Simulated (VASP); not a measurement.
Method: PBE GGA, VASP's PBE PAW potentials (set 64) (plane waves; VASP).

The input files of a VASP run:

INCAR:
```
LCHARG=.False.
LWAVE=.False.
NELM=100   ! most electronic steps
LORBIT=11   ! lm-projected
LVHAR=.True.
LASPH=.True.   ! aspherical one-centre terms
DIPOL=0.5 0.5 0.5
SIGMA=0.1   ! width (eV)
ALGO=Normal
NELMIN=4
ISMEAR=1   ! Methfessel-Paxton
LREAL=.False.
IDIPOL=3
PREC=Normal
SYSTEM=Rh16Cl
LDIPOL=.True.
GGA=PE
EDIFF=1E-6   ! SCF stop (eV)
ENCUT=400   ! plane-wave cut-off (eV)
LMAXMIX=4
```

File POSCAR:
```
Rh16Cl
1
    5.4076469850     0.0000000000     0.0000000000
    0.0000000000     5.4076469850     0.0000000000
    0.0000000000     0.0000000000    19.8232987953
Rh Cl
16 1
Direct
  0.2493465020   0.2493465020   0.3591247710
  0.7506534980   0.2493465020   0.3591247710
  0.2493465020   0.7506534980   0.3591247710
  0.7506534980   0.7506534980   0.3591247710
  1.0000000000   0.0000000000   0.4525026584
  0.5000000000   0.0000000000   0.4521604241
  0.0000000000   0.5000000000   0.4521604241
  0.5000000000   0.5000000000   0.4513854610
  0.2499384771   0.2499384771   0.5491079747
  0.7500615229   0.2499384771   0.5491079747
  0.2499384771   0.7500615229   0.5491079747
  0.7500615229   0.7500615229   0.5491079747
  1.0000000000   0.0000000000   0.6433443447
  0.5000000000   0.0000000000   0.6425300796
  0.0000000000   0.5000000000   0.6425300796
  0.5000000000   0.5000000000   0.6424313965
  1.0000000000   0.0000000000   0.7565521492
```

**KPOINTS**
```
K-points
0
G
  5 5 1
```

POTCAR, in this order: Rh Cl (PBE.64 set). Program: vasp_std. Read from the step before: WAVECAR.

**Question.** What will the output report for the number of irreducible k-points (NKPTS), largest plane-wave count, number of space-group operations, FFT grid (NGX, NGY, NGZ)?

**Answer.** 
The number of irreducible k-points (NKPTS) is 6 and the largest plane-wave count is 10577. The number of space-group operations comes out as 8. The FFT grid (NGX, NGY, NGZ) comes out as 28 × 28 × 98.

The cell is a thin slab with vacuum, built from Rh (fcc): (100) face, Cl adsorbed.
